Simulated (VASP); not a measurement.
All values below come from PBEsol GGA, VASP's PBE PAW potentials (set 64) (plane waves; VASP).

VASP input:

**KPOINTS**
```
k-points along high-symmetry lines
15
Line-mode
Reciprocal
  0.000000   0.000000   0.000000 ! GAMMA
  0.500000   0.000000   0.500000 ! X

  0.500000   0.000000   0.500000 ! X
  0.625000   0.250000   0.625000 ! U

  0.375000   0.375000   0.750000 ! K
  0.000000   0.000000   0.000000 ! GAMMA

  0.000000   0.000000   0.000000 ! GAMMA
  0.500000   0.500000   0.500000 ! L

  0.500000   0.500000   0.500000 ! L
  0.500000   0.250000   0.750000 ! W

  0.500000   0.250000   0.750000 ! W
  0.500000   0.000000   0.500000 ! X
```

INCAR:
```
SYSTEM = Si
PREC = Accurate
ENCUT = 400
EDIFF = 1E-7
NELM = 100
ALGO = Normal
LREAL = .FALSE.
LASPH = .TRUE.
ISMEAR = 0
SIGMA = 0.05
GGA = PS
LWAVE = .FALSE.
LCHARG = .FALSE.
LORBIT = 11
ICHARG = 11
```

### POSCAR
```
Si
1
    0.0000000000     2.7178176004     2.7178176004
    2.7178176004    -0.0000000000     2.7178176004
    2.7178176004     2.7178176004     0.0000000000
Si
2
Direct
  0.0000000000   0.0000000000   0.0000000000
  0.2500000000   0.2500000000   0.2500000000
```

POTCAR, in this order: Si (PBE.64 set). Program: vasp_std. Read from the step before: CHGCAR.

Output of the run:

OSZICAR:
```
       N       E                     dE             d eps       ncg     rms          rms(c)
DAV:   1     0.510410145971E+01    0.51041E+01   -0.28477E+03  1440   0.621E+02
DAV:   2    -0.961508853312E+01   -0.14719E+02   -0.14004E+02  2200   0.711E+01
DAV:   3    -0.983083109595E+01   -0.21574E+00   -0.21574E+00  1872   0.108E+01
DAV:   4    -0.983170417232E+01   -0.87308E-03   -0.87308E-03  2424   0.713E-01
DAV:   5    -0.983170548901E+01   -0.13167E-05   -0.13168E-05  1888   0.184E-02
DAV:   6    -0.983170551106E+01   -0.22048E-07   -0.22418E-07  2456   0.154E-03
   1 F= -.98317055E+01 E0= -.98317055E+01  d E =-.781381E-11
```

File OUTCAR:
```
 val. band max:        5.7632933909   @ k =   0.0000   0.0000   0.0000

 cond. band min:       6.2245183973   @ k =   0.4286   0.0000   0.4286



 k-point     1 :       0.0000    0.0000    0.0000
  band No.  band energies     occupation
      1      -6.2086      2.00000
      2       5.7633      2.00000
      3       5.7633      2.00000
      4       5.7633      2.00000
      5       8.2794      0.00000
      6       8.2794      0.00000
      7       8.2794      0.00000
      8       9.0563      0.00000

 k-point     2 :       0.0357    0.0000    0.0357
  band No.  band energies     occupation
      1      -6.1863      2.00000
      2       5.6132      2.00000
      3       5.6681      2.00000
      4       5.6681      2.00000
      5       8.2218      0.00000
      6       8.4019      0.00000
      7       8.4019      0.00000
      8       9.2025      0.00000

 k-point     3 :       0.0714    0.0000    0.0714
  band No.  band energies     occupation
      1      -6.1192      2.00000
      2       5.2270      2.00000
      3       5.4266      2.00000
      4       5.4266      2.00000
      5       8.0627      0.00000
      6       8.7251      0.00000
      7       8.7251      0.00000
      8       9.5618      0.00000

 k-point     4 :       0.1071    0.0000    0.1071
  band No.  band energies     occupation
      1      -6.0077      2.00000
      2       4.7096      2.00000
      3       5.1137      2.00000
      4       5.1137      2.00000
      5       7.8343      0.00000
      6       9.1734      0.00000
      7       9.1734      0.00000
      8       9.9582      0.00000

 k-point     5 :       0.1429    0.0000    0.1429
  band No.  band energies     occupation
      1      -5.8519      2.00000
      2       4.1273      2.00000
      3       4.7798      2.00000
      4       4.7798      2.00000
      5       7.5704      0.00000
      6       9.6951      0.00000
      7       9.6951      0.00000
      8      10.1200      0.00000
...
```

The density is held fixed in this step, so its total energy and stress have no physical meaning.

The compound is Si in the diamond structure. It was relaxed first.
